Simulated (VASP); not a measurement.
Input:

```yaml
crystal:
  lattice:
    - [0.00000, 2.28399, 2.28399]
    - [2.28399, 0.00000, 2.28399]
    - [2.28399, 2.28399, 0.00000]
  atoms:
    - { symbol: Nb, position: [0.00000, 0.00000, 0.00000] }
    - { symbol: C, position: [0.50000, 0.50000, 0.50000] }
```

Computed with vdW-DF2, VASP's PBE PAW potentials (set 64) (plane waves; VASP). Numerical set-up: 520 eV cut-off, Gaussian smearing of 0.050 eV, potentials Nb_sv C.

Give the energies of bands 6 to 11 at the high-symmetry points, in eV from the Fermi level.

```json
[
 {"band": "6", "Γ": "-1.19", "X": "-3.71", "U": "-4.78", "L": "-7.00", "W": "-4.34"},
 {"band": "7", "Γ": "-1.19", "X": "-3.69", "U": "-4.00", "L": "-4.77", "W": "-4.09"},
 {"band": "8", "Γ": "-1.19", "X": "-1.33", "U": "-3.31", "L": "-4.77", "W": "-4.09"},
 {"band": "9", "Γ": "-0.27", "X": "-1.33", "U": "-0.30", "L": "1.79", "W": "1.34"},
 {"band": "10", "Γ": "-0.27", "X": "1.72", "U": "2.11", "L": "1.79", "W": "1.34"},
 {"band": "11", "Γ": "-0.27", "X": "2.73", "U": "2.93", "L": "3.08", "W": "2.74"}
]
```

It has no gap at this level: it comes out as a metal or semimetal.

The compound is NbC in the rock salt structure. It was relaxed first, which changed the volume by +7 %. The electron count is odd and the run is not spin-polarised, which forces a metal.
